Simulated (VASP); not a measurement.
Method: vdW-DF2, VASP's PBE PAW potentials (set 64) (plane waves; VASP).

The input files of a VASP run:

File KPOINTS:
```
Regular mesh
0
G
 11 11 7
```

INCAR:
```
# general
SYSTEM    =  Y
PREC      =  Accurate
ENCUT     =  520   # plane-wave cut-off (eV)
LREAL     =  .FALSE.   # projection in real space or not
LASPH     =  .TRUE.   # aspherical one-centre terms

# electronic loop
EDIFF     =  1E-7   # SCF stop (eV)
NELM      =  100   # most electronic steps
ALGO      =  Normal   # blocked Davidson
LMAXMIX   =  4   # l cut-off of mixed one-centre charges

# smearing
ISMEAR    =  1
SIGMA     =  0.1   # width (eV)

# functional
GGA       =  ML
LUSE_VDW  =  .TRUE.
AGGAC     =  0.0
ZAB_VDW   =  -1.8867

# ions
IBRION    =  2
NSW       =  30   # most ionic steps
ISIF      =  4   # ions and shape, fixed volume
EDIFFG    =  -0.01   # ionic stop

# output
LWAVE     =  .FALSE.
LCHARG    =  .FALSE.
```

**POSCAR**
```
Y
1.0
  1.8476117283  -3.2001576726   0.0000000000
  1.8476117283   3.2001576726   0.0000000000
  0.0000000000   0.0000000000   5.7047204127
Y
2
Cart
  1.8476117283   1.0667213576   1.4261801032
  1.8476117283  -1.0667213576   4.2785403095
```

POTCAR, in this order: Y_sv (PBE.64 set). Program: vasp_std.

Output

### OUTCAR
```
 ion  position               nearest neighbor table
   1  0.333  0.667  0.250-   2 3.56   2 3.56   2 3.56   2 3.56   2 3.56   2 3.56
   2  0.667  0.333  0.750-   1 3.56   1 3.56   1 3.56   1 3.56   1 3.56   1 3.56
  LATTYP: Found a hexagonal cell.
 ALAT       =     3.6952237047
 C/A-ratio  =     1.5438092166
 Subroutine PRICEL returns:
 Original cell was already a primitive cell.
 Subroutine GETGRP returns: Found 24 space group operations
The static configuration has the point symmetry D_3d.
 The point group associated with its full space group is D_6h.
The dynamic configuration has the point symmetry D_3d.
 Subroutine INISYM returns: Found 24 space group operations
 Subroutine IBZKPT returns following result:
 Found     64 irreducible k-points:

 Following reciprocal coordinates:
            Coordinates               Weight
  0.000000  0.000000  0.000000      1.000000
  0.090909  0.000000  0.000000      6.000000
  0.181818  0.000000  0.000000      6.000000
  0.272727  0.000000  0.000000      6.000000
  0.363636  0.000000  0.000000      6.000000
  0.454545  0.000000  0.000000      6.000000
  0.090909  0.090909  0.000000      6.000000
  0.181818  0.090909  0.000000     12.000000
  0.272727  0.090909  0.000000     12.000000
  0.363636  0.090909  0.000000     12.000000
  0.454545  0.090909  0.000000      6.000000
  0.181818  0.181818  0.000000      6.000000
  0.272727  0.181818  0.000000     12.000000
  0.363636  0.181818  0.000000     12.000000
  0.272727  0.272727  0.000000      6.000000
  0.363636  0.272727  0.000000      6.000000
  0.000000  0.000000  0.142857      2.000000
  0.090909  0.000000  0.142857     12.000000
  0.181818  0.000000  0.142857     12.000000
  0.272727  0.000000  0.142857     12.000000
  0.363636  0.000000  0.142857     12.000000
  0.454545  0.000000  0.142857     12.000000
...
```

### OSZICAR
```
       N       E                     dE             d eps       ncg     rms          rms(c)
DAV:   1     0.947649115295E+02    0.94765E+02   -0.11718E+04  1920   0.138E+03
DAV:   2     0.510552026919E+00   -0.94254E+02   -0.93452E+02  2389   0.287E+02
DAV:   3    -0.716286723282E+01   -0.76734E+01   -0.76176E+01  3710   0.478E+01
DAV:   4    -0.730955576805E+01   -0.14669E+00   -0.14650E+00  2130   0.779E+00
DAV:   5    -0.731380264888E+01   -0.42469E-02   -0.42467E-02  2841   0.989E-01    0.318E+01
DAV:   6    -0.707278081767E+01    0.24102E+00   -0.38921E-01  1920   0.472E+00    0.196E+01
DAV:   7    -0.705764330685E+01    0.15138E-01   -0.71862E-01  2432   0.617E+00    0.174E+00
DAV:   8    -0.705259232066E+01    0.50510E-02   -0.15381E-01  2333   0.248E+00    0.130E+00
DAV:   9    -0.705128705714E+01    0.13053E-02   -0.30376E-03  2912   0.418E-01    0.303E-01
DAV:  10    -0.705138226190E+01   -0.95205E-04   -0.17713E-03  2043   0.439E-01    0.339E-01
DAV:  11    -0.705133825365E+01    0.44008E-04   -0.13387E-04  2256   0.103E-01    0.735E-02
DAV:  12    -0.705134909912E+01   -0.10845E-04   -0.11720E-05  2455   0.335E-02    0.197E-02
DAV:  13    -0.705135495880E+01   -0.58597E-05   -0.42956E-06  2721   0.199E-02    0.536E-03
DAV:  14    -0.705135492415E+01    0.34652E-07   -0.10054E-07  1863   0.295E-03
   1 F= -.70513549E+01 E0= -.70505217E+01  d E =-.705135E+01
       N       E                     dE             d eps       ncg     rms          rms(c)
DAV:   1    -0.705322288085E+01   -0.18679E-02   -0.90197E-02  1920   0.242E+00    0.215E-01
DAV:   2    -0.705220773340E+01    0.10151E-02   -0.26997E-03  2095   0.369E-01    0.117E-01
DAV:   3    -0.705178134935E+01    0.42638E-03   -0.12018E-03  2487   0.247E-01    0.660E-02
DAV:   4    -0.705178553741E+01   -0.41881E-05   -0.36386E-05  2354   0.456E-02    0.253E-02
DAV:   5    -0.705178309079E+01    0.24466E-05   -0.11725E-05  2480   0.263E-02    0.337E-03
DAV:   6    -0.705178308973E+01    0.10546E-08   -0.39418E-07  2360   0.470E-03
   2 F= -.70517831E+01 E0= -.70509884E+01  d E =-.428166E-03
       N       E                     dE             d eps       ncg     rms          rms(c)
DAV:   1    -0.705267296695E+01   -0.88988E-03   -0.48937E-02  1920   0.178E+00    0.157E-01
DAV:   2    -0.705211868040E+01    0.55429E-03   -0.14673E-03  2095   0.272E-01    0.869E-02
DAV:   3    -0.705188793362E+01    0.23075E-03   -0.65374E-04  2480   0.182E-01    0.496E-02
DAV:   4    -0.705189037062E+01   -0.24370E-05   -0.19861E-05  2354   0.337E-02    0.189E-02
DAV:   5    -0.705188917840E+01    0.11922E-05   -0.66214E-06  2494   0.197E-02    0.255E-03
DAV:   6    -0.705188917217E+01    0.62282E-08   -0.20665E-07  1804   0.351E-03
   3 F= -.70518892E+01 E0= -.70511161E+01  d E =-.534248E-03
```

File OUTCAR:
```
------------------------ aborting loop because EDIFF is reached ----------------------------------------
  FORCE on cell =-STRESS in cart. coord.  units (eV):
  Direction    XX          YY          ZZ          XY          YZ          ZX
  --------------------------------------------------------------------------------------
  Total        0.0453266      0.0453266      0.0519429     -0.0000000     -0.0000000      0.0000000
  in kB        1.0765083      1.0765085      1.2336455     -0.0000000     -0.0000000      0.0000000
  external PRESSURE =       1.1288874 kB  Pullay stress =       0.0000000 kB
  volume of cell :       67.46
      direct lattice vectors                 reciprocal lattice vectors
     1.842665578 -3.191590688  0.000000000     0.271346036 -0.156661693 -0.000000000
     1.842665578  3.191590688 -0.000000000     0.271346036  0.156661693 -0.000000000
     0.000000000  0.000000000  5.735387153     0.000000000  0.000000000  0.174356146
 POSITION                                       TOTAL-FORCE (eV/Angst)
 -----------------------------------------------------------------------------------
      1.84267      1.06387      1.43385         0.000000      0.000000     -0.000000
      1.84267     -1.06387      4.30154        -0.000000     -0.000000      0.000000
 -----------------------------------------------------------------------------------
    total drift:                               -0.000070      0.000530     -0.000009
  FREE ENERGIE OF THE ION-ELECTRON SYSTEM (eV)
  ---------------------------------------------------
  free  energy   TOTEN  =        -7.0518891722 eV

  energy  without entropy=       -7.0495700323  energy(sigma->0) =       -7.05111613

 reached required accuracy - stopping structural energy minimisation
```
(Selected blocks of OUTCAR.)

File CONTCAR:
```
Y
   1.00000000000000
     1.8426655782500800   -3.1915906883359360    0.0000000000000000
     1.8426655782500800    3.1915906883359360   -0.0000000000000000
     0.0000000000000000    0.0000000000000000    5.7353871530430309
  Y
     2
Direct
     0.3333330000000032    0.6666669999999968    0.2500000000000000
     0.6666669999999968    0.3333330000000032    0.7500000000000000
```

The compound is Y in the hcp structure. This run relaxes it. Symmetry was kept, so distortions that lower it aren't found.
